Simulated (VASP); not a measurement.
An input for Quantum ESPRESSO's pw.x (written as the equivalent of a VASP run, and not itself run):

```
&CONTROL
  calculation = 'vc-relax'
  pseudo_dir = './pseudo'
  outdir = './out'
  tprnfor = .true.
  tstress = .true.
  nstep = 40
  forc_conv_thr = 0.00078
/
&SYSTEM
  ibrav = 0
  nat = 3
  ntyp = 2
  ecutwfc = 86
  occupations = 'smearing'
  smearing = 'gaussian'
  degauss = 0.003675
  input_dft = 'pbesol'
/
&ELECTRONS
  conv_thr = 7.3e-08
  electron_maxstep = 100
/
&IONS
/
&CELL
  press = 450
/
ATOMIC_SPECIES
  Li 6.940 Li.upf
  Se 78.971 Se.upf
CELL_PARAMETERS angstrom
    -0.0000000    2.5257702    2.5257702
     2.5257702   -0.0000000    2.5257702
     2.5257702    2.5257702    0.0000000
ATOMIC_POSITIONS crystal
  Li   0.2500000  0.2500000  0.2500000
  Li   0.7500000  0.7500000  0.7500000
  Se   0.0000000  0.0000000  0.0000000
K_POINTS automatic
  8 8 8 0 0 0
```

Question: Write the VASP files for the same calculation (PBEsol).

Answer: One answer among several that fit: 
File POSCAR:
```
Li2Se
1
   -0.0000000000     2.5257701890     2.5257701890
    2.5257701890    -0.0000000000     2.5257701890
    2.5257701890     2.5257701890     0.0000000000
Li Se
2 1
Direct
  0.2500000000   0.2500000000   0.2500000000
  0.7500000000   0.7500000000   0.7500000000
  0.0000000000   0.0000000000   0.0000000000
```

**INCAR**
```
! general
SYSTEM   =  Li2Se
PREC     =  Accurate
ENCUT    =  620   ! plane-wave cut-off (eV)
LREAL    =  .FALSE.
LASPH    =  .TRUE.

! electronic loop
EDIFF    =  1E-6
NELM     =  100
ALGO     =  Normal   ! blocked Davidson
LMAXMIX  =  4

! smearing
ISMEAR   =  0
SIGMA    =  0.05   ! width (eV)

! functional
GGA      =  PS   ! PBEsol

! ions
IBRION   =  2
NSW      =  40   ! most ionic steps
ISIF     =  3   ! ions, shape and volume
EDIFFG   =  -0.02   ! ionic stop
PSTRESS  =  450

! output
LWAVE    =  .FALSE.
LCHARG   =  .FALSE.
```

File KPOINTS:
```
Automatic mesh
0
Gamma
8 8 8
0 0 0
```

POTCAR, in this order: Li_sv Se (PBE.64 set). Program: vasp_std.

What does not carry over: the potentials are each code's own (VASP's PAW set, PseudoDojo norm-conserving files in pw.x), so ENCUT and ecutwfc are chosen apart and not converted; conv_thr bounds pw.x's estimated SCF error, while EDIFF bounds the energy change between steps; forc_conv_thr acts on force components and is met together with etot_conv_thr.

The compound is Li2Se in the antifluorite structure. It was relaxed first under an external pressure of 45 GPa.
